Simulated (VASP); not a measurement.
An input for Quantum ESPRESSO's pw.x (written as the equivalent of a VASP run, and not itself run):

```
&CONTROL
  calculation = 'scf'
  pseudo_dir = './pseudo'
  outdir = './out'
  tprnfor = .true.
  tstress = .true.
/
&SYSTEM
  ibrav = 0
  nat = 2
  ntyp = 2
  ecutwfc = 70
  occupations = 'smearing'
  smearing = 'gaussian'
  degauss = 0.003675
  input_dft = 'pbe'
/
&ELECTRONS
  conv_thr = 7.3e-08
  electron_maxstep = 100
/
ATOMIC_SPECIES
  Cs 132.905 Cs.upf
  I 126.904 I.upf
CELL_PARAMETERS angstrom
     4.5879180    0.0000000    0.0000000
     0.0000000    4.5378690    0.0000000
     0.0000000    0.0000000    4.5305140
ATOMIC_POSITIONS crystal
  Cs   0.0000000  0.0000000  0.0000000
  I    0.5155000  0.5000000  0.5000000
K_POINTS automatic
  5 5 5 0 0 0
```

**Question.** Translate this input to VASP (INCAR, KPOINTS, POSCAR, choice of POTCAR).

**Answer.** Several could match; the one computed here: 
File POSCAR:
```
CsI
1
    4.5879180000     0.0000000000     0.0000000000
    0.0000000000     4.5378690000     0.0000000000
    0.0000000000     0.0000000000     4.5305140000
Cs I
1 1
Direct
  0.0000000000   0.0000000000   0.0000000000
  0.5155000000   0.5000000000   0.5000000000
```

**KPOINTS**
```
kpoints
0
G
 5 5 5
```

### INCAR
```
SYSTEM = CsI
PREC = Accurate
ENCUT = 400
EDIFF = 1E-6
NELM = 100
ALGO = Normal
LREAL = .FALSE.
LASPH = .TRUE.
ISMEAR = 0
SIGMA = 0.05
GGA = PE
LMAXMIX = 4
LWAVE = .FALSE.
LCHARG = .FALSE.
ISIF = 2
```

POTCAR, in this order: Cs_sv I (PBE.64 set). Program: vasp_std.

The two are equivalent in intent, not identical: the potentials are each code's own (VASP's PAW set, PseudoDojo norm-conserving files in pw.x), so ENCUT and ecutwfc are chosen apart and not converted; conv_thr bounds pw.x's estimated SCF error, while EDIFF bounds the energy change between steps.

The compound is CsI in the CsCl type structure. The cell was not relaxed at this level, atoms are displaced from their ideal sites.
